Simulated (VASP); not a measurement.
Output of a VASP run:

**OSZICAR**
```
       N       E                     dE             d eps       ncg     rms          rms(c)
DAV:   1     0.377578019266E+02    0.37758E+02   -0.49876E+03   630   0.970E+02
DAV:   2     0.116499989756E+00   -0.37641E+02   -0.37413E+02   686   0.166E+02
DAV:   3    -0.154728971854E+01   -0.16638E+01   -0.16638E+01   858   0.288E+01
DAV:   4    -0.163552755248E+01   -0.88238E-01   -0.88191E-01   972   0.622E+00
DAV:   5    -0.163810842794E+01   -0.25809E-02   -0.25800E-02   938   0.701E-01    0.108E+01
DAV:   6    -0.163938176894E+01   -0.12733E-02   -0.57466E-03   829   0.102E+00    0.620E+00
DAV:   7    -0.164087873663E+01   -0.14970E-02   -0.12631E-02   699   0.139E+00    0.249E-01
DAV:   8    -0.164107047081E+01   -0.19173E-03   -0.18947E-03   996   0.281E-01    0.109E-01
DAV:   9    -0.164109289999E+01   -0.22429E-04   -0.38584E-05   865   0.626E-02    0.508E-02
DAV:  10    -0.164111044810E+01   -0.17548E-04   -0.19374E-05   678   0.385E-02    0.325E-02
DAV:  11    -0.164110986490E+01    0.58319E-06   -0.77143E-07   956   0.867E-03    0.631E-03
DAV:  12    -0.164110916789E+01    0.69701E-06   -0.52088E-07   772   0.610E-03    0.332E-03
DAV:  13    -0.164110937982E+01   -0.21193E-06   -0.35274E-08   409   0.195E-03    0.308E-04
DAV:  14    -0.164110938930E+01   -0.94786E-08   -0.31086E-09   378   0.506E-04
   1 F= -.16411094E+01 E0= -.16411094E+01  d E =0.000000E+00
```

OUTCAR:
```
------------------------ aborting loop because EDIFF is reached ----------------------------------------
  FORCE on cell =-STRESS in cart. coord.  units (eV):
  Direction    XX          YY          ZZ          XY          YZ          ZX
  --------------------------------------------------------------------------------------
  Total        0.0065222      0.0065222      0.0065222      0.0000000     -0.0000000     -0.0000000
  in kB        0.1938116      0.1938116      0.1938116      0.0000000     -0.0000000     -0.0000000
  external PRESSURE =       0.1938116 kB  Pullay stress =       0.0000000 kB
  volume of cell :       53.92
      direct lattice vectors                 reciprocal lattice vectors
     0.000000000  2.998455365  2.998455365    -0.166752524  0.166752524  0.166752524
     2.998455365  0.000000000  2.998455365     0.166752524 -0.166752524  0.166752524
     2.998455365  2.998455365  0.000000000     0.166752524  0.166752524 -0.166752524
 POSITION                                       TOTAL-FORCE (eV/Angst)
 -----------------------------------------------------------------------------------
      0.00000      0.00000      0.00000        -0.000000      0.000000      0.000000
 -----------------------------------------------------------------------------------
    total drift:                                0.000000      0.000000     -0.000000
  FREE ENERGIE OF THE ION-ELECTRON SYSTEM (eV)
  ---------------------------------------------------
  free  energy   TOTEN  =        -1.6411093893 eV

  energy  without entropy=       -1.6411093893  energy(sigma->0) =       -1.64110939

 total charge

# of ion       s       p       d       tot
------------------------------------------
    1        2.066   5.720   0.141   7.927
```
(Selected blocks of OUTCAR.)

**POSCAR**
```
Sr
1
    0.0000000000     2.9984553654     2.9984553654
    2.9984553654     0.0000000000     2.9984553654
    2.9984553654     2.9984553654     0.0000000000
Sr
1
Direct
  0.0000000000   0.0000000000   0.0000000000
```

Question: Write an INCAR and KPOINTS that could have produced this output.

Answer: One answer among several that fit: the input of the run itself, PW91 GGA, plane waves, VASP's PBE PAW potentials (set 64).

File KPOINTS:
```
kpoints
0
Gamma
  9 9 9
0 0 0
```

**INCAR**
```
LWAVE = .False.
ENCUT = 520   ! plane-wave cut-off (eV)
LASPH = .True.   ! aspherical one-centre terms
SYSTEM = Sr
PREC = Accurate
ALGO = Normal
LREAL = .False.   ! projection in real space or not
LCHARG = .True.
NELM = 100   ! most electronic steps
LORBIT = 11
EDIFF = 1E-7   ! SCF stop (eV)
LMAXMIX = 4
ISIF = 2   ! forces and stress, cell fixed
NEDOS = 601   ! DOS grid
GGA = 91
ISMEAR = -5   ! tetrahedra, Bloechl
```

POTCAR, in this order: Sr_sv (PBE.64 set). Program: vasp_std.

The compound is Sr in the fcc structure. It was relaxed first.
